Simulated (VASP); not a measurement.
Input:

```yaml
crystal:
  lattice:
    - [0.00000, 3.24949, 3.24949]
    - [3.24949, 0.00000, 3.24949]
    - [3.24949, 3.24949, 0.00000]
  atoms:
    - { symbol: Na, position: [0.25000, 0.25000, 0.25000] }
    - { symbol: Na, position: [0.75000, 0.75000, 0.75000] }
    - { symbol: S, position: [0.00000, 0.00000, 0.00000] }
```

Method: PBEsol GGA, VASP's PBE PAW potentials (set 64) (plane waves; VASP). Run with 480 eV cut-off, 6×6×6 Γ-centred mesh, Gaussian smearing of 0.050 eV, potentials Na_pv S.

**Question.** Predict the energy per atom (σ→0), band gap (on the k-mesh) with the smallest direct gap where there is one.

**Answer.** 
```
Property                                     Result
-----------------------------------  --------------
band gap (on the k-mesh)                    2.43 eV
smallest direct gap (on the k-mesh)         2.43 eV
energy per atom (σ→0)                -3.458 eV/atom
```

The absolute energy has meaning only against runs of the same code, potentials and settings.

The compound is Na2S in the antifluorite structure. It was relaxed first.
